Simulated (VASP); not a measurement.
```
Al3Sc
1.0
   -1.97527     1.97527     4.34323
    1.97527    -1.97527     4.34323
    1.97527     1.97527    -4.34323
Sc Al
1 3
Direct
  0.00000   0.00000   0.00000
  0.75000   0.25000   0.50000
  0.25000   0.75000   0.50000
  0.50000   0.50000   0.00000
```

All values below come from LDA (Ceperley-Alder, Perdew-Zunger), VASP's LDA PAW potentials (set 64) (plane waves; VASP 6.6.1). Numerical set-up: 400 eV cut-off, 12×12×12 Γ-centred mesh, tetrahedra with Blöchl corrections, potentials Sc_sv Al.

Task: Estimate the energy per atom (σ→0), band gap (on the k-mesh) with the smallest direct gap where there is one.

Result: 
- band gap (on the k-mesh) = none (metal, semimetal or under 0.01 eV)
- energy per atom (σ→0) = -5.217 eV/atom

Only differences to runs with the same potentials and settings are physical.

The structure comes from a computed database's ScAl3 entry (I4/mmm); how it stands against other phases isn't given here. It was relaxed first, which changed the volume by -5 %.
